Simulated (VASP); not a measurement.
# YBTe (P4/nmm) in VASP: single point with r2SCAN

Aim: the single point of YBTe with r2SCAN.

Everything below comes from runs of VASP 6.6.1. Logs are shortened: lines on timing, memory, paths and dates and some standing lists are left out, and cuts for length are marked.

**1. The structure**

The structure is tetragonal, space group P4/nmm (No. 129). The conventional cell has a = 3.693 Å, b = 3.693 Å, c = 9.790 Å, α = 90.00°, β = 90.00°, γ = 90.00°. Around Y (site symmetry 4mm) lie 4 B at 2.81 Å and 4 Te at 2.94 Å. Around B (site symmetry -4m2) lie 4 B at 2.61 Å and 4 Y at 2.81 Å. Around Te (site symmetry 4mm) lie 4 Y at 2.94 Å.

The cell was built by a generator and needn't be a form met in nature.

**2. Single point, r2SCAN**

Contents of POSCAR:

```
YBTe
1.0
    3.6927530000      0.0000000000      0.0000000000
    0.0000000000      3.6927530000      0.0000000000
    0.0000000000      0.0000000000      9.7903230000
Y B Te
2 2 2
Direct
    0.0000000000      0.5000000000      0.2170000000
    0.5000000000      0.0000000000      0.7830000000
    0.0000000000      0.0000000000      0.0000000000
    0.5000000000      0.5000000000      0.0000000000
    0.0000000000      0.5000000000      0.6450000000
    0.5000000000      0.0000000000      0.3550000000
```

Contents of INCAR.step1:

```
SYSTEM = YBTe
PREC = Accurate ; ENCUT = 520
ISMEAR = -1 ; SIGMA = 0.1
LREAL = .False. ; LASPH = .True.
NELM = 60 ; NBANDS = 29
GGA = PE ; ALGO = Normal
EDIFF = 1E-4 ; LWAVE = .True.
LCHARG = .False.
```

Contents of INCAR.step2:

```
SYSTEM = YBTe
PREC = Accurate ; ENCUT = 520
EDIFF = 1E-6 ; ISMEAR = -1
SIGMA = 0.1 ; LREAL = .False.
LASPH = .True. ; NELM = 60
ALGO = Normal ; ISIF = 2
LWAVE = .False. ; LCHARG = .True.
METAGGA = R2SCAN ; LMIXTAU = .True.
LELF = .True. ; LVHAR = .True.
NBANDS = 29 ; ISTART = 1
```

Contents of KPOINTS:

```
Automatic mesh
0
Gamma
  9 9 4
  0 0 0
```

Potentials or basis: VASP PAW PBE potentials, release 64 (Y_sv, B, Te).

On the command line:

```bash
$ cat potpaw_PBE.64/Y_sv/POTCAR potpaw_PBE.64/B/POTCAR potpaw_PBE.64/Te/POTCAR > POTCAR
$ cp INCAR.step1 INCAR
$ mpirun -np 1 vasp_std > vasp.out
$ cp INCAR.step2 INCAR
$ mpirun -np 1 vasp_std > vasp.out
```

OUTCAR:

```text
SYSTEM = YBTe
   PREC = Accurate
   ENCUT = 520
   EDIFF = 1E-6
   ISMEAR = -1
   LREAL = .False.
   LASPH = .True.
   NELM = 60
   ISIF = 2
   METAGGA = R2SCAN
   ISTART = 1

 ion  position               nearest neighbor table
   1  0.000  0.500  0.217-   3 2.81   4 2.81   3 2.81   4 2.81   6 2.94   6 2.94   6 2.94   6 2.94

   2  0.500  0.000  0.783-   3 2.81   4 2.81   4 2.81   3 2.81   5 2.94   5 2.94   5 2.94   5 2.94

   3  0.000  0.000  0.000-   1 2.81   2 2.81   1 2.81   2 2.81
   4  0.500  0.500  0.000-   1 2.81   2 2.81   2 2.81   1 2.81
   5  0.000  0.500  0.645-   2 2.94   2 2.94   2 2.94   2 2.94
   6  0.500  0.000  0.355-   1 2.94   1 2.94   1 2.94   1 2.94

  LATTYP: Found a simple tetragonal cell.
 ALAT       =     3.6927530000
 C/A-ratio  =     2.6512260636

  Lattice vectors:

 A1 = (   3.6927530000,   0.0000000000,   0.0000000000)
 A2 = (   0.0000000000,   3.6927530000,   0.0000000000)
 A3 = (   0.0000000000,   0.0000000000,   9.7903230000)

Analysis of symmetry for initial positions (statically):
=====================================================================
 Subroutine PRICEL returns:
 Original cell was already a primitive cell.

 Routine SETGRP: Setting up the symmetry group for a
 simple tetragonal supercell.

 Subroutine GETGRP returns: Found 16 space group operations
 (whereof  8 operations were pure point group operations)
 out of a pool of 16 trial point group operations.

The static configuration has the point symmetry D_2d.
 The point group associated with its full space group is D_4h.

Analysis of symmetry for dynamics (positions and initial velocities):
=====================================================================
 Subroutine PRICEL returns:
 Original cell was already a primitive cell.

 Routine SETGRP: Setting up the symmetry group for a
 simple tetragonal supercell.

 Subroutine GETGRP returns: Found 16 space group operations
 (whereof  8 operations were pure point group operations)
 out of a pool of 16 trial point group operations.

The dynamic configuration has the point symmetry D_2d.
 The point group associated with its full space group is D_4h.

 Subroutine INISYM returns: Found 16 space group operations
 (whereof  8 operations are pure point group operations),
 and found     1 'primitive' translations

----------------------------------------------------------------------------------------

                                     Primitive cell
[... 102 lines left out ...]
   NSW    =      0    number of steps for IOM
   IBRION =     -1    ionic relax: 0-MD 1-quasi-New 2-CG
   NFREE  =      0    steps in history (QN), initial steepest desc. (CG)
   ISIF   =      2    stress and relaxation
   ISYM   =      2    0-nonsym 1-usesym 2-fastsym
   POTIM  = 0.5000    time-step for ionic-motion
   TEBEG  =    0.0;   TEEND  =   0.0 temperature during run
   PSTRESS=    0.0 pullay stress
   NELECT =      40.0000    total number of electrons
   NUPDOWN=      -1.0000    fix difference up-down
   EMIN   =  10.00;   EMAX   =-10.00  energy-range for DOS
   EFERMI =   0.00;   METHOD = LEGACY
   ISMEAR =    -1;   SIGMA  =   0.10  broadening in eV -4-tet -1-fermi 0-gaus
   EFERMI_NEDOS =   21; number of points for ismear=-14 and -15
   IALGO  =     38    algorithm
   IMIX   =      4    mixing-type and parameters
     AMIX     =   0.40;   BMIX     =  1.00
     AMIX_MAG =   1.60;   BMIX_MAG =  1.00
  volume/ion in A,a.u.               =      22.25       150.16
  Fermi-wavevector in a.u.,A,eV,Ry     =   1.095458  2.070115 16.327369  1.200028
  Thomas-Fermi vector in A             =   2.231782
   LORBIT       =      0    0 simple, 1 ext, 2 COOP (PROOUT), +10 PAW based schemes
   METAGGA = R2SCAN    functional components
   LHFCALC =     F    Hartree Fock is set to
   AEXX    =    0.0000 exact exchange contribution
   IVDW    =     0    specifies the selected vdW correction
   LEPSILON=     F    determine dielectric tensor
   LRPA    =     F    only Hartree local field effects (RPA)
 non-spin polarized calculation
  energy-cutoff  :      520.00
  volume of cell :      133.51
 maximum number of plane-waves:      3618
 NGX is ok and might be reduce to    28
   NGX = 13   NGY = 13   NGZ = 37

 number of electron      40.0000002 magnetization

 Free energy of the ion-electron system (eV)
  ---------------------------------------------------
  ext. energy  EPLUGINS =         0.00000000
  ---------------------------------------------------
  free energy    TOTEN  =      -105.75323111 eV

  energy without entropy =     -105.55348592  energy(sigma->0) =     -105.65335852

 E-fermi :   4.7693     XC(G=0): -10.5534

 val. band max:        4.7596656755   @ k =   0.3333   0.1111   0.0000
 cond. band min:       4.7730588814   @ k =   0.3333   0.1111   0.5000
 fundamental gap:      0.0133932059
 Fermi energy:         4.7693474669

 k-point     1 :       0.0000    0.0000    0.0000
  band No.  band energies     occupation
      1     -38.5286      2.00000
      2     -38.5280      2.00000
      3     -18.0204      2.00000
      4     -17.9891      2.00000
      5     -17.8235      2.00000
      6     -17.8235      2.00000
[... 757 lines left out ...]
     28       9.8041      0.00000
     29       9.9285      0.00000

 [... further k-points ...]

------------------------ aborting loop because EDIFF is reached ----------------------------------------

  FORCE on cell =-STRESS in cart. coord.  units (eV):
  Direction    XX          YY          ZZ          XY          YZ          ZX
  --------------------------------------------------------------------------------------
  -------------------------------------------------------------------------------------
  Total        5.3282293      5.3282293      0.9879679      0.0000000      0.0000000     -0.0000000
  in kB       63.9434331     63.9434331     11.8564831      0.0000000      0.0000000     -0.0000000
  external PRESSURE =      46.5811164 kB  Pullay stress =       0.0000000 kB

 VOLUME and BASIS-vectors are now :
 -----------------------------------------------------------------------------
  energy-cutoff  :      520.00
  volume of cell :      133.51
      direct lattice vectors                 reciprocal lattice vectors
     3.692753000  0.000000000  0.000000000     0.270800674  0.000000000  0.000000000
     0.000000000  3.692753000  0.000000000     0.000000000  0.270800674  0.000000000
     0.000000000  0.000000000  9.790323000     0.000000000  0.000000000  0.102141676

 POSITION                                       TOTAL-FORCE (eV/Angst)
 -----------------------------------------------------------------------------------
      0.00000      1.84638      2.12450         0.000000      0.000000     -1.046694
      1.84638      0.00000      7.66582        -0.000000      0.000000      1.046694
      0.00000      0.00000      0.00000         0.000000      0.000000      0.000000
      1.84638      1.84638      0.00000         0.000000      0.000000      0.000000
      0.00000      1.84638      6.31476        -0.000000      0.000000     -0.784969
      1.84638      0.00000      3.47556         0.000000      0.000000      0.784969
 -----------------------------------------------------------------------------------
    total drift:                                0.000000      0.000000      0.000000

  FREE ENERGIE OF THE ION-ELECTRON SYSTEM (eV)
  ---------------------------------------------------
  free  energy   TOTEN  =      -105.7532311145 eV

  energy  without entropy=     -105.5534859230  energy(sigma->0) =     -105.65335852
```

Run time: 6.5 min. Hardware: 1 thread of AMD EPYC 9R45 (Zen 5), shared host; peak memory 0.35 GiB.

Results:

```yaml
Free_energy: -105.7532 eV
Pressure: 4.7 GPa
Largest_force: 1.047 eV/Å
Band_gap_on_the_k_mesh: none (metal or under the smearing width)
```

Forces on the atoms (eV/Å):
```
Y    0.000  0.000 -1.047
Y    0.000  0.000  1.047
B    0.000  0.000  0.000
B    0.000  0.000  0.000
Te   0.000  0.000 -0.785
Te   0.000  0.000  0.785
```

Stress tensor (GPa, compression positive):
```
6.39 0.00 0.00
0.00 6.39 0.00
0.00 0.00 1.19
```

Caveat: the PAW data sets were made with another functional, which shifts forces and pressure a little. The run has no spin-orbit coupling, so splittings on Te are missing.
